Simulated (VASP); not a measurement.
SrRh:

```
Sr Rh
1.0
     0.00000    2.99273    2.99273
     2.99273    0.00000    2.99273
     2.99273    2.99273    0.00000
Sr Rh
1 1
Direct
  0.00000 0.00000 0.00000
  0.50000 0.50000 0.50000
```

The cell was built by a generator and needn't be a form met in nature.

```yaml
Program: VASP 6.6.1
Task: single point
Functional: PBE
Potentials_or_basis: VASP PAW PBE potentials, release 64 (Sr_sv, Rh_pv)
Cutoff: 520 eV
k_mesh: 8 × 8 × 8
Occupations: fermi-dirac, width 0.05 eV
Spin: no spin polarisation
```

On this cell: pressure 0.3 GPa; largest force zero by symmetry; band gap on the k mesh none (metal or under the smearing width).

The same run follows on a disturbed copy (atoms moved at random, drawn with an rms of 0.05 Å):

```
CELL_PARAMETERS angstrom
0.00000 2.99273 2.99273
2.99273 0.00000 2.99273
2.99273 2.99273 0.00000
ATOMIC_POSITIONS crystal
Sr 0.97566 0.00645 0.00658
Rh 0.50358 0.49878 0.50542
```

What changes?

The energy (extrapolated to zero smearing) moves by +7.0 meV/atom; pressure 0.4 GPa; largest force 0.264 eV/Å; band gap on the k mesh none (metal or under the smearing width).

Forces in eV/Å, atoms in the order of the input:
```
Sr  -0.067  0.204  0.154
Rh   0.067 -0.204 -0.154
```

Stress tensor (GPa, compression positive):
```
 0.31  0.05  0.04
 0.05  0.48 -0.12
 0.04 -0.12  0.40
```
